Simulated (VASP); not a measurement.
Input:

```
CELL_PARAMETERS angstrom
      0.00000     2.79979     2.79979
      2.79979     0.00000     2.79979
      2.79979     2.79979     0.00000
ATOMIC_POSITIONS crystal
  Ca 0.00000 0.00000 0.00000
```

The numbers are results of revPBE GGA, VASP's PBE PAW potentials (set 64) (plane waves; VASP 6.6.1), not measurements. Run with 520 eV cut-off, 13×13×13 Γ-centred mesh, tetrahedra with Blöchl corrections, potentials Ca_sv.

Task: What does the run give for the energy per atom (σ→0), band gap (on the k-mesh) with the smallest direct gap where there is one?

Result: 
```yaml
band gap (on the k-mesh): none (metal, semimetal or under 0.01 eV)
energy per atom (σ→0): -1.764 eV/atom
```

The compound is Ca in the fcc structure. It was relaxed first.
